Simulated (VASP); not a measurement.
Input:

```xyz
5
Lattice="4.4930 0.0000 0.0000 -2.2465 3.8910 0.0000 0.0000 0.0000 7.7701" Properties=species:S:1:pos:R:3 pbc="T T T"
Ba     0.0053    -0.0394    -0.0371
Mg     2.2745     1.3299     2.9230
Mg     0.0051     2.5921     4.8642
As     2.2071     1.2603     5.6268
As     0.0010     2.6392     2.1633
```

The numbers are results of PBEsol GGA, VASP's PBE PAW potentials (set 64) (plane waves; VASP), not measurements. Settings: 300 eV cut-off, 4×4×2 Γ-centred mesh, Fermi-Dirac smearing of 0.050 eV, potentials Ba_sv Mg As.

At this cut-off the stress carries a Pulay error, which pulls relaxed volumes low. Energy and stress use the plane-wave basis of the starting cell.

Q: The ions, cell shape and volume are relaxed. Predict the relaxed structure.

A: 
```xyz
5
Lattice="4.4779 -0.0001 -0.0002 -2.2391 3.8780 -0.0003 -0.0003 -0.0008 7.6604" Properties=species:S:1:pos:R:3 pbc="T T T"
Ba     0.0001     0.0024     0.0006
Mg     2.2392     1.2926     2.8818
Mg    -0.0007     2.5827     4.7774
As     2.2382     1.2903     5.5831
As     0.0002     2.5862     2.0770
```
Space group P-3m1 (164), at a tolerance of 0.03 Å.

Q: How do energy and volume change from the first to the last step?

A: The energy (σ→0) changes by -7.7 meV/atom and the volume by -2.1 %, in 13 ionic steps.

```json
[
 {"step": "1", "E(σ→0) (eV)": "-20.4138", "max force (eV/Å)": "0.336", "pressure (GPa)": "-0.73", "volume (Å³)": "135.84"},
 {"step": "2", "E(σ→0) (eV)": "-20.4331", "max force (eV/Å)": "0.268", "pressure (GPa)": "0.06", "volume (Å³)": "133.43"},
 {"step": "3", "E(σ→0) (eV)": "-20.4367", "max force (eV/Å)": "0.244", "pressure (GPa)": "0.60", "volume (Å³)": "131.93"},
 {"step": "4", "E(σ→0) (eV)": "-20.4472", "max force (eV/Å)": "0.115", "pressure (GPa)": "0.19", "volume (Å³)": "132.76"},
 {"step": "5", "E(σ→0) (eV)": "-20.4488", "max force (eV/Å)": "0.074", "pressure (GPa)": "-0.04", "volume (Å³)": "133.26"},
 {"step": "6", "E(σ→0) (eV)": "-20.4501", "max force (eV/Å)": "0.055", "pressure (GPa)": "-0.02", "volume (Å³)": "133.20"},
 {"step": "7", "E(σ→0) (eV)": "-20.4506", "max force (eV/Å)": "0.045", "pressure (GPa)": "0.02", "volume (Å³)": "133.08"},
 {"step": "8", "E(σ→0) (eV)": "-20.4507", "max force (eV/Å)": "0.046", "pressure (GPa)": "0.01", "volume (Å³)": "133.11"},
 {"step": "9", "E(σ→0) (eV)": "-20.4516", "max force (eV/Å)": "0.032", "pressure (GPa)": "0.01", "volume (Å³)": "133.10"},
 {"step": "10", "E(σ→0) (eV)": "-20.4519", "max force (eV/Å)": "0.037", "pressure (GPa)": "0.01", "volume (Å³)": "133.09"},
 {"step": "11", "E(σ→0) (eV)": "-20.4521", "max force (eV/Å)": "0.019", "pressure (GPa)": "-0.02", "volume (Å³)": "133.17"},
 {"step": "12", "E(σ→0) (eV)": "-20.4522", "max force (eV/Å)": "0.011", "pressure (GPa)": "-0.03", "volume (Å³)": "133.22"},
 {"step": "13", "E(σ→0) (eV)": "-20.4522", "max force (eV/Å)": "0.008", "pressure (GPa)": "0.05", "volume (Å³)": "133.02"}
]
```

The structure comes from a computed database's BaMg2As2 entry; how it stands against other phases isn't given here. In the starting cell atoms are displaced from their ideal sites. This run relaxes it. The run is one of a series of settings (EDIFFG = -0.01, IBRION = 2, ISIF = 3, NSW = 50 against the base run), some of them coarse on purpose.
